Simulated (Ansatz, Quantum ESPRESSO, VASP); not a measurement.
## Code comparison for Ir (Fm-3m, 1 atom in the cell)

Self-consistent single point.

```
Ir
1.0
    0.00000     1.92000     1.92000
    1.92000     0.00000     1.92000
    1.92000     1.92000     0.00000
Ir
1
Direct
  0.00000   0.00000   0.00000
```

Shared settings, as Ansatz (a quantum-chemistry and plane-wave program) writes them: kpoints.mp_grid.grid = 10 10 10; magnetization.spin_orbit = true; scf.occupations.method = fermi_dirac; scf.occupations.width = 0.1 eV. Potentials and cutoffs stand in the table.

| code | model | pressure (GPa) | cutoff |
|---|---|---|---|
| Ansatz | PBE with spin-orbit coupling, default PAW files | 9.67 | 420 eV |
| Quantum ESPRESSO | PBE, spin-orbit coupling, PSlibrary fully relativistic PAW (PBE) pseudopotentials | 9.32 | 65 Ry |
| VASP | PBE, spin-orbit coupling, VASP's PBE PAW potentials (set 64) | 9.86 | 300 eV |

The spread over the programs that give each value: pressure within 0.54 GPa.

Ansatz's pressure is given at a fixed set of plane waves, as the other plane-wave codes print theirs; with its correction for the finite basis it is 9.76 GPa.

VASP's run is marked for a possible Pulay error in its stress at this cutoff; no cutoff test was made.

The starting cell has typed, rounded lattice constants, without a prior relaxation at this level.

Left out of this page: ABINIT (failed or unconverged); Elk, FLEUR and SIESTA (not drawn, or without a comparable value).

Keys are those of Ansatz 0.2.
